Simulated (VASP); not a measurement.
Given:

```xyz
3
Lattice="1.7230 -2.9843 0.0000 1.7230 2.9843 0.0000 0.0000 0.0000 3.9649" Properties=species:S:1:pos:R:3 pbc="T T T"
Pt     3.4460     0.0000     0.0000
S      1.7230     0.9948     1.1796
S      1.7230    -0.9948     2.7853
```

These are PBEsol GGA, VASP's PBE PAW potentials (set 64) (plane waves; VASP) values and carry that method's errors. Run with 500 eV cut-off, 10×10×8 Γ-centred mesh, first-order Methfessel-Paxton smearing of 0.10 eV, potentials Pt S.

Energy and stress use the plane-wave basis of the starting cell. Without a dispersion term in the relaxation, distances and binding between the weakly bound layers, chains or molecules are unreliable, and so is what depends on them.

**Question.** The ions, cell shape and volume at an external pressure of 45.0 GPa are relaxed. Which structure does the run end with?

**Answer.** 
```xyz
3
Lattice="1.6970 -2.9394 0.0000 1.6970 2.9394 0.0000 0.0000 0.0000 3.8672" Properties=species:S:1:pos:R:3 pbc="T T T"
Pt     1.6970    -2.9394     0.0000
S      1.6970     0.9798     1.1769
S      1.6970    -0.9798     2.6903
```
Space group P-3m1 (164), at a tolerance of 0.03 Å.

**Question.** How do energy and volume change from the first to the last step?

**Answer.** The energy (σ→0) changes by +169.2 meV/atom and the volume by -5.4 %, in 6 ionic steps.

```csv
step,E(σ→0) (eV),max force (eV/Å),pressure (GPa),volume (Å³)
1,-16.2620,0.004,29.96,40.77
2,-13.3502,3.311,114.76,33.70
3,-15.8699,0.586,43.96,39.06
4,-15.8436,0.621,44.85,38.97
5,-15.7594,0.030,45.02,38.60
6,-15.7546,0.003,45.04,38.58
```

The compound is PtS2 in the 1T layered structure. This run relaxes it under an external pressure of 45 GPa. Symmetry was kept, so distortions that lower it aren't found.
